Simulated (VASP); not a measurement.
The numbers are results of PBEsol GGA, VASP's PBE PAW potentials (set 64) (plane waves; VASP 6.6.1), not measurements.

Input for VASP

### KPOINTS
```
Automatic mesh
0
gamma
 5 5 5
```

### INCAR
```
# general
SYSTEM =Be4SSe3
PREC   =Accurate
ENCUT  =400
LREAL  =.FALSE.
LASPH  =.TRUE.

# electronic loop
EDIFF  =1E-7
NELM   =100
ALGO   =Normal
LMAXMIX=4

# smearing
ISMEAR =-5

# functional
GGA    =PS

# ions
ISIF   =2

# output
LWAVE  =.FALSE.
LCHARG =.TRUE.
LORBIT =11
NEDOS  =601

# other
LEFG   =.TRUE.
```

POSCAR:
```
Be4SSe3
1
    5.0621225610     0.0000000000     0.0000000000
    0.0000000000     5.0621225610     0.0000000000
    0.0000000000     0.0000000000     5.0621225610
Be Se S
4 3 1
Direct
  0.0071285096   0.9928714904   0.9928714904
  0.4928714904   0.5071285096   0.9928714904
  0.4928714904   0.9928714904   0.5071285096
  0.0071285096   0.5071285096   0.5071285096
  0.2500000000   0.2500000000   0.2500000000
  0.7500000000   0.7500000000   0.2500000000
  0.7500000000   0.2500000000   0.7500000000
  0.2500000000   0.7500000000   0.7500000000
```

POTCAR, in this order: Be Se S (PBE.64 set). Program: vasp_std.

The run wrote:

**OUTCAR**
```
 ion  position               nearest neighbor table
   1  0.007  0.993  0.993-   8 2.13   6 2.21   7 2.21   5 2.21
   2  0.493  0.507  0.993-   8 2.13   6 2.21   7 2.21   5 2.21
   3  0.493  0.993  0.507-   8 2.13   6 2.21   7 2.21   5 2.21
   4  0.007  0.507  0.507-   8 2.13   6 2.21   7 2.21   5 2.21
   5  0.250  0.250  0.250-   1 2.21   2 2.21   3 2.21   4 2.21
   6  0.750  0.750  0.250-   1 2.21   2 2.21   3 2.21   4 2.21
   7  0.750  0.250  0.750-   1 2.21   2 2.21   3 2.21   4 2.21
   8  0.250  0.750  0.750-   1 2.13   2 2.13   3 2.13   4 2.13
  LATTYP: Found a simple cubic cell.
 ALAT       =     5.0621225610
 Subroutine PRICEL returns:
 Original cell was already a primitive cell.
 Subroutine GETGRP returns: Found 24 space group operations
The static configuration has the point symmetry C_3v.
 The point group associated with its full space group is T_d .
The dynamic configuration has the point symmetry C_3v.
 Subroutine INISYM returns: Found 24 space group operations
 Subroutine IBZKPT returns following result:
 Found     10 irreducible k-points:

 Following reciprocal coordinates:
            Coordinates               Weight
  0.000000  0.000000  0.000000      1.000000
  0.200000  0.000000  0.000000      6.000000
  0.400000  0.000000  0.000000      6.000000
  0.200000  0.200000  0.000000     12.000000
  0.400000  0.200000  0.000000     24.000000
  0.400000  0.400000  0.000000     12.000000
  0.200000  0.200000  0.200000      8.000000
  0.400000  0.200000  0.200000     24.000000
  0.400000  0.400000  0.200000     24.000000
  0.400000  0.400000  0.400000      8.000000
   k-points           NKPTS =     10   k-points in BZ     NKDIM =     10   number of bands    NBANDS=     21
   number of dos      NEDOS =    601   number of ions     NIONS =      8
   total plane-waves  NPLWV =  46656
   dimension x,y,z NGX =    36 NGY =   36 NGZ =   36
   dimension x,y,z NGXF=    72 NGYF=   72 NGZF=   72
   ions per type =               4   3   1
   PREC   = accura    normal or accurate (medium, high low for compatibility)
...
```

**OSZICAR**
```
       N       E                     dE             d eps       ncg     rms          rms(c)
DAV:   1     0.126275540658E+03    0.12628E+03   -0.11606E+04   420   0.106E+03
DAV:   2    -0.294041973071E+02   -0.15568E+03   -0.14962E+03   597   0.195E+02
DAV:   3    -0.392707177980E+02   -0.98665E+01   -0.98182E+01   544   0.561E+01
DAV:   4    -0.394294778324E+02   -0.15876E+00   -0.15848E+00   550   0.842E+00
DAV:   5    -0.394316476648E+02   -0.21698E-02   -0.21692E-02   534   0.945E-01    0.787E+00
DAV:   6    -0.389927098407E+02    0.43894E+00   -0.28706E-01   515   0.261E+00    0.489E+00
DAV:   7    -0.388228992018E+02    0.16981E+00   -0.43135E-01   510   0.326E+00    0.776E-01
DAV:   8    -0.388229853856E+02   -0.86184E-04   -0.16745E-02   542   0.783E-01    0.299E-01
DAV:   9    -0.388233138285E+02   -0.32844E-03   -0.34282E-03   523   0.313E-01    0.716E-02
DAV:  10    -0.388233006736E+02    0.13155E-04   -0.68976E-05   537   0.648E-02    0.589E-02
DAV:  11    -0.388233550933E+02   -0.54420E-04   -0.34908E-04   587   0.105E-01    0.402E-02
DAV:  12    -0.388233479604E+02    0.71329E-05   -0.62876E-05   513   0.525E-02    0.296E-02
DAV:  13    -0.388233477962E+02    0.16414E-06   -0.35024E-05   531   0.306E-02    0.390E-03
DAV:  14    -0.388233485638E+02   -0.76759E-06   -0.62241E-06   574   0.154E-02    0.287E-03
DAV:  15    -0.388233482835E+02    0.28029E-06   -0.12692E-06   547   0.798E-03    0.719E-03
DAV:  16    -0.388233484030E+02   -0.11941E-06   -0.60775E-07   505   0.422E-03    0.469E-03
DAV:  17    -0.388233484454E+02   -0.42416E-07   -0.40213E-07   463   0.395E-03
   1 F= -.38823348E+02 E0= -.38823348E+02  d E =0.000000E+00
```

File OUTCAR:
```
------------------------ aborting loop because EDIFF is reached ----------------------------------------
  FORCE on cell =-STRESS in cart. coord.  units (eV):
  Direction    XX          YY          ZZ          XY          YZ          ZX
  --------------------------------------------------------------------------------------
  Total       -0.0465107     -0.0465107     -0.0465107     -0.0000000     -0.0000000     -0.0000000
  in kB       -0.5744675     -0.5744675     -0.5744675     -0.0000000     -0.0000000     -0.0000000
  external PRESSURE =      -0.5744675 kB  Pullay stress =       0.0000000 kB
  volume of cell :      129.72
      direct lattice vectors                 reciprocal lattice vectors
     5.062122561  0.000000000  0.000000000     0.197545592  0.000000000  0.000000000
     0.000000000  5.062122561  0.000000000     0.000000000  0.197545592  0.000000000
     0.000000000  0.000000000  5.062122561     0.000000000  0.000000000  0.197545592
 POSITION                                       TOTAL-FORCE (eV/Angst)
 -----------------------------------------------------------------------------------
      0.03609      5.02604      5.02604         0.001216     -0.001216     -0.001216
      2.49498      2.56715      5.02604        -0.001216      0.001216     -0.001216
      2.49498      5.02604      2.56715        -0.001216     -0.001216      0.001216
      0.03609      2.56715      2.56715         0.001216      0.001216      0.001216
      1.26553      1.26553      1.26553         0.000000      0.000000      0.000000
      3.79659      3.79659      1.26553         0.000000      0.000000     -0.000000
      3.79659      1.26553      3.79659         0.000000      0.000000     -0.000000
      1.26553      3.79659      3.79659         0.000000      0.000000      0.000000
 -----------------------------------------------------------------------------------
    total drift:                               -0.000000     -0.000000     -0.000000
  FREE ENERGIE OF THE ION-ELECTRON SYSTEM (eV)
  ---------------------------------------------------
  free  energy   TOTEN  =       -38.8233484454 eV

  energy  without entropy=      -38.8233484454  energy(sigma->0) =      -38.82334845

 total charge

# of ion       s       p       d       tot
------------------------------------------
    1        0.380   0.624   0.000   1.004
    2        0.380   0.624   0.000   1.004
    3        0.380   0.624   0.000   1.004
    4        0.380   0.624   0.000   1.004
    5        1.425   2.530   0.033   3.988
    6        1.425   2.530   0.033   3.988
    7        1.425   2.530   0.033   3.988
    8        1.300   2.479   0.000   3.779
--------------------------------------------------
tot          7.097  12.563   0.098  19.758

 Electric field gradients after diagonalization (V/A^2)
 (convention: |V_zz| > |V_xx| > |V_yy|)
----------------------------------------------------------------------
 ion       V_xx      V_yy      V_zz     asymmetry (V_yy - V_xx)/ V_zz
----------------------------------------------------------------------
   1       0.211     0.211    -0.421       0.000
   2       0.211     0.211    -0.421       0.000
   3       0.211     0.211    -0.421       0.000
   4       0.211     0.211    -0.421       0.000
   5      12.966    12.966   -25.931       0.000
   6      12.966    12.966   -25.931       0.000
   7      12.966    12.966   -25.931       0.000
   8      -0.000    -0.000    -0.000      -0.047
```
(Selected blocks of OUTCAR.)

The structure was generated: Be4SSe3 was put into an ordered model structure (P-43m), which need not be its known phase. It was relaxed first.
